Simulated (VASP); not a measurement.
RuF2:

```
Ru F
1.0
     0.00000    2.40874    2.40874
     2.40874    0.00000    2.40874
     2.40874    2.40874    0.00000
Ru F
1 2
Direct
  0.00000 0.00000 0.00000
  0.25000 0.25000 0.25000
  0.75000 0.75000 0.75000
```

The cell comes from a database or a generator and needn't be the stable form of this composition.

Base run:

- Program: VASP 6.6.1
- Functional: LDA
- Potentials or basis: VASP PAW LDA potentials, release 64 (Ru_pv, F)
- Cutoff: 520 eV
- k mesh: 7 × 7 × 7
- Occupations: gaussian, width 0.05 eV
- Spin: collinear spin, random start
- Starting moments: [-0.01, 0.0, 0.0] μB
- Hubbard terms: Ru d U = 6 eV

Its results: band gap on the k mesh none (metal or under the smearing width); pressure 45.6 GPa; net moment 0.00 μB per cell.

Q: The run is repeated on the same cell with these changes: hubbard terms from Ru d U = 6 eV to Ru d U = 3 eV; moments at the start from [-0.01, 0.0, 0.0] to [-0.05, 0.0, 0.0]. What comes out?

A: Band gap on the k mesh none (metal or under the smearing width); pressure 44.4 GPa; net moment 0.00 μB per cell.

Caveats: a pressure of tens of GPa on the cell as given is suspect, and the run, the potentials or the cell itself is likely at fault.
